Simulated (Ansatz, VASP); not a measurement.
# As2Se in VASP and in Ansatz

File INCAR:

```
SYSTEM = As2Se
ALGO = Normal
EDIFF = 1E-6
ENCUT = 520
GGA = PS
ISIF = 2
ISMEAR = -5
LASPH = .TRUE.
LCHARG = .TRUE.
LELF = .TRUE.
LREAL = .FALSE.
LVHAR = .TRUE.
LWAVE = .FALSE.
NBANDS = 25
NELM = 80
PREC = Accurate
SIGMA = 0.1
```

Contents of KPOINTS:

```
k-points
0
G
  8 8 8
  0 0 0
```

Contents of POSCAR:

```
As2Se
1.0
   -3.5294180000      3.5294180000      2.6535710000
    3.5294180000     -3.5294180000      2.6535710000
    3.5294180000      3.5294180000     -2.6535710000
As Se
4 2
Direct
    0.8750000000      0.1250000000      0.7500000000
    0.3750000000      0.1250000000      0.2500000000
    0.8750000000      0.6250000000      0.7500000000
    0.8750000000      0.1250000000      0.2500000000
    0.5000000000      0.5000000000      0.0000000000
    0.2500000000      0.7500000000      0.5000000000
```

Input for Ansatz:

```yaml
crystal:
  lattice:
    - [-3.529418, 3.529418, 2.653571]
    - [3.529418, -3.529418, 2.653571]
    - [3.529418, 3.529418, -2.653571]
  atoms:
    - { symbol: As, position: [0.875, 0.125, 0.75] }
    - { symbol: As, position: [0.375, 0.125, 0.25] }
    - { symbol: As, position: [0.875, 0.625, 0.75] }
    - { symbol: As, position: [0.875, 0.125, 0.25] }
    - { symbol: Se, position: [0.5, 0.5, 0.0] }
    - { symbol: Se, position: [0.25, 0.75, 0.5] }
basis:
  ecutwfc: 420
kpoints:
  mp_grid: { grid: [8, 8, 8] }
hamiltonian:
  xc: pbesol
scf:
  occupations: { method: tetrahedron }
output:
  forces: true
  stress: true
  eigenvalues: true
```

Alike in both runs: task single point; functional PBEsol; k mesh 8 × 8 × 8; occupations tetrahedron; no spin polarisation.

```csv
,VASP,Ansatz
version,VASP 6.6.1,Ansatz 0.2.0
potentials or method,"VASP PAW PBE potentials, release 64 (As, Se)","scalar-relativistic, plane waves, PAW"
plane-wave cutoff (eV),520,420
valence electrons in the cell,32,92
```

|  | VASP | Ansatz | Ansatz less VASP |
| --- | --- | --- | --- |
| gap on the k mesh at the Fermi level (eV) | none | none | - |
| pressure (GPa) | -3.3 | -3.4 | -0.17 |
| largest component of the traceless stress (GPa) | 0.08 | 0.18 | +0.105 |

A gap of «none» marks a metal or a gap that the smearing closes. The two sets of potentials don't hold the same shells in valence. Ansatz warned: «band_table_not_solved_further».

Caveats: the PAW data sets were made with another functional, which shifts forces and pressure a little (VASP); tetrahedron occupations give inexact forces and stress in metals.
